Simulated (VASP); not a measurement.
The input files of a VASP run:

**KPOINTS**
```
Automatic mesh
0
Gamma
2 2 2
0 0 0
```

### POSCAR
```
LiF
2.8172560
  0.0000000000   0.7071068444   0.7071068444
  0.7071068444   0.0000000000   0.7071068444
  0.7071068444   0.7071068444   0.0000000000
Li F
1 1
Cartesian
  0.0000000000   0.0000000000   0.0000000000
  0.7071068444   0.7071068444   0.7071068444
```

INCAR:
```
SYSTEM = LiF
PREC = Accurate
ENCUT = 320
EDIFF = 1E-6
NELM = 100
ALGO = Normal
LREAL = .FALSE.
LASPH = .TRUE.
ISMEAR = 1
SIGMA = 0.136
LWAVE = .FALSE.
LCHARG = .FALSE.
ISIF = 2
```

POTCAR, in this order: Li_sv F (LDA.64 set). Program: vasp_std.

Task: Write an equivalent input for Ansatz.

Result: One equivalent input (not run):
Ansatz 0.2 input:
```yaml
crystal:
  lattice:
    - [0.0000000, 1.9921010, 1.9921010]
    - [1.9921010, 0.0000000, 1.9921010]
    - [1.9921010, 1.9921010, 0.0000000]
  atoms:
    - { symbol: Li, position: [0.0000000, 0.0000000, 0.0000000] }
    - { symbol: F, position: [0.5000000, 0.5000000, 0.5000000] }
kpoints:
  mp_grid: { grid: [2, 2, 2] }
hamiltonian:
  xc: lda
  pseudopotentials: { kind: paw }
scf:
  occupations: { method: methfessel_paxton, width: 0.136 }
  max_iter: 100
output: { forces: true, stress: true, eigenvalues: true }
```
Limits of the translation: each code has its own PAW files, so the cut-off isn't converted (ENCUT is set for VASP's; basis.ecutwfc is left out, and Ansatz then takes the one that its files recommend); Ansatz stops its SCF on the density residual and VASP on the energy change (EDIFF); Ansatz's lda is the Perdew-Wang form, while the LDA potentials of VASP carry Perdew-Zunger's.

The structure comes from a computed database's LiF entry; how it stands against other phases isn't given here. The cell was not relaxed at this level. The k-mesh is coarse (spacing up to 1.37 per Å, 2π included), so the numbers may not be converged in it. The run is one of a series of settings (ENCUT = 320, GGA removed, ISMEAR = 1, SIGMA = 0.136, KPOINTS 2×2×2 Γ-centred mesh, POTCAR Li_sv F (LDA.64 set) against the base run), some of them coarse on purpose.
